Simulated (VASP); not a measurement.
Wanted: the native input for a VASP 6.6.1 run.

```
Task                   : relaxation of cell and atoms
Functional             : PBEsol
Potentials or basis    : VASP PAW PBE potentials, release 64 (Al, Ni)
Cutoff                 : 600 eV
k mesh                 : 14 × 14 × 14
Occupations            : methfessel-paxton, width 0.1 eV
Spin                   : no spin polarisation
Further INCAR settings : ALGO = Normal; EDIFF = 1e-06; IBRION = 2; EDIFFG = -0.01; NSW = 90; ISIF = 3
```

The structure of AlNi lies in POSCAR:

```
AlNi
1.0
    2.8810000000      0.0000000000      0.0000000000
    0.0000000000      2.8810000000      0.0000000000
    0.0000000000      0.0000000000      2.8810000000
Al Ni
1 1
Direct
    0.0000000000      0.0000000000      0.0000000000
    0.5000000000      0.5000000000      0.5000000000
```

These files were run (other wordings do the same):

INCAR

```
SYSTEM = AlNi
PREC = Accurate ; ENCUT = 600
EDIFF = 1E-6 ; ISMEAR = 1
SIGMA = 0.1 ; LREAL = .False.
LASPH = .True. ; NELM = 80
ALGO = Normal ; ISIF = 3
LWAVE = .False. ; LCHARG = .False.
GGA = PS ; IBRION = 2
NSW = 90 ; EDIFFG = -0.01
```

KPOINTS

```
Automatic mesh
0
Gamma
  14 14 14
  0 0 0
```

Potentials or basis: VASP PAW PBE potentials, release 64 (Al, Ni).

Launch:

```console
$ cat potpaw_PBE.64/Al/POTCAR potpaw_PBE.64/Ni/POTCAR > POTCAR
$ mpirun -np 1 vasp_std > vasp.out
```

Results of the run:

```
Relaxed volume                         : 11.73 Å³/atom
Relaxed cell                           : a = 2.863 Å, b = 2.863 Å, c = 2.863 Å, α = 90.00°, β = 90.00°, γ = 90.00°
Space group after relaxing (to 0.05 Å) : Pm-3m (No. 221)
Energy gained by relaxing              : 2.2 meV/atom
Ionic steps                            : 3
Pressure after relaxing                : 0.0 GPa
Band gap on the k mesh                 : none (metal or under the smearing width)
```

Caveat: the PAW data sets were made with another functional, which shifts forces and pressure a little.

Run time: 18 s on 1 thread of Intel(R) Xeon(R) 6975P-C (Granite Rapids), with other jobs on the host, peak memory 0.17 GiB.
